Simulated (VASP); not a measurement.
Here is a VASP 6.6.1 calculation.

INCAR

```
SYSTEM = TiTe2
PREC = Accurate
ENCUT = 520
EDIFF = 1E-7
ISMEAR = 0
SIGMA = 0.03
LREAL = .FALSE.
LASPH = .TRUE.
NELM = 80
ALGO = Normal
ISIF = 2
LWAVE = .FALSE.
LCHARG = .FALSE.
MAGMOM = 0 0 0 0 0 0 0 0 0
LORBIT = 11
LSORBIT = .TRUE.
GGA_COMPAT = .FALSE.
LMAXMIX = 4
LDIPOL = .TRUE.
IDIPOL = 3
DIPOL = 0.5 0.5 0.500
GGA = PE
IVDW = 12
NBANDS = 39
LVHAR = .TRUE.
LVACPOTAV = .TRUE.
```

The input KPOINTS:

```
regular mesh
0
G
  9 9 1
  0 0 0
```

File POSCAR:

```
TiTe2                                   
1.0
    3.6806306839      0.0000000000      0.0000000000
   -1.8403153419      3.1875196741      0.0000000000
    0.0000000000      0.0000000000     21.4153488000
  Te              Ti            
     2     1
Direct
     0.3333333300000021    0.6666666699999979    0.4176957098319461
     0.6666666699999979    0.3333333300000021    0.5823042901680540
     1.0000000000000000    0.0000000000000000    0.5000000000000000
```

Contents of KPOINTS_OPT:

```
explicit points
67
Reciprocal
 0.0000000000  0.0000000000  0.0000000000 1
 0.0357142900  0.0000000000  0.0000000000 1
 0.0714285700  0.0000000000  0.0000000000 1
 0.1071428600  0.0000000000  0.0000000000 1
 0.1428571400  0.0000000000  0.0000000000 1
 0.1785714300  0.0000000000  0.0000000000 1
 0.2142857100  0.0000000000  0.0000000000 1
 0.2500000000  0.0000000000  0.0000000000 1
 0.2857142900  0.0000000000  0.0000000000 1
 0.3214285700  0.0000000000  0.0000000000 1
 0.3571428600  0.0000000000  0.0000000000 1
 0.3928571400  0.0000000000  0.0000000000 1
 0.4285714300  0.0000000000  0.0000000000 1
 0.4642857100  0.0000000000  0.0000000000 1
 0.5000000000  0.0000000000  0.0000000000 1
 0.4791666700  0.0416666700  0.0000000000 1
 0.4583333300  0.0833333300  0.0000000000 1
 0.4375000000  0.1250000000  0.0000000000 1
 0.4166666700  0.1666666700  0.0000000000 1
 0.3958333300  0.2083333300  0.0000000000 1
 0.3750000000  0.2500000000  0.0000000000 1
 0.3541666700  0.2916666700  0.0000000000 1
 0.3333333300  0.3333333300  0.0000000000 1
 0.3137254900  0.3137254900  0.0000000000 1
 0.2941176500  0.2941176500  0.0000000000 1
 0.2745098000  0.2745098000  0.0000000000 1
 0.2549019600  0.2549019600  0.0000000000 1
 0.2352941200  0.2352941200  0.0000000000 1
 0.2156862700  0.2156862700  0.0000000000 1
 0.1960784300  0.1960784300  0.0000000000 1
 0.1764705900  0.1764705900  0.0000000000 1
 0.1568627500  0.1568627500  0.0000000000 1
 0.1372549000  0.1372549000  0.0000000000 1
 0.1176470600  0.1176470600  0.0000000000 1
 0.0980392200  0.0980392200  0.0000000000 1
 0.0784313700  0.0784313700  0.0000000000 1
 0.0588235300  0.0588235300  0.0000000000 1
 0.0392156900  0.0392156900  0.0000000000 1
 0.0196078400  0.0196078400  0.0000000000 1
 0.0000000000  0.0000000000  0.0000000000 1
 0.0000000000  0.0000000000  0.0000000000 1
 0.0072135400 -0.0036067700  0.0000000000 1
-0.0072135400  0.0036067700  0.0000000000 1
 0.0210394900 -0.0105197400  0.0000000000 1
-0.0210394900  0.0105197400  0.0000000000 1
-0.0000000000  0.0062471100  0.0000000000 1
 0.0000000000 -0.0062471100  0.0000000000 1
-0.0000000000  0.0182207300  0.0000000000 1
 0.0000000000 -0.0182207300  0.0000000000 1
 0.5000000000  0.0000000000  0.0000000000 1
 0.5072135400 -0.0036067700  0.0000000000 1
 0.4927864600  0.0036067700  0.0000000000 1
 0.5210394900 -0.0105197400  0.0000000000 1
 0.4789605100  0.0105197400  0.0000000000 1
 0.5000000000  0.0062471100  0.0000000000 1
 0.5000000000 -0.0062471100  0.0000000000 1
 0.5000000000  0.0182207300  0.0000000000 1
 0.5000000000 -0.0182207300  0.0000000000 1
 0.3333333300  0.3333333300  0.0000000000 1
 0.3405468700  0.3297265600  0.0000000000 1
 0.3261197900  0.3369401000  0.0000000000 1
 0.3543728200  0.3228135900  0.0000000000 1
 0.3122938400  0.3438530700  0.0000000000 1
 0.3333333300  0.3395804400  0.0000000000 1
 0.3333333300  0.3270862200  0.0000000000 1
 0.3333333300  0.3515540600  0.0000000000 1
 0.3333333300  0.3151126000  0.0000000000 1
```

Potentials or basis: VASP PAW PBE potentials, release 64 (Te, Ti_sv).

Run with:

```sh
$ cat potpaw_PBE.64/Te/POTCAR potpaw_PBE.64/Ti_sv/POTCAR > POTCAR
$ mpirun -np 1 vasp_ncl > vasp.out
```

Predict the work function of the upper face.

4.81 eV.

Predict the largest force.

0.008 eV/Å.

Estimate the work function of the lower face.

4.81 eV.

Forces on the atoms (eV/Å):
```
Te   0.000  0.000 -0.008
Te   0.000  0.000  0.008
Ti   0.000  0.000  0.000
```
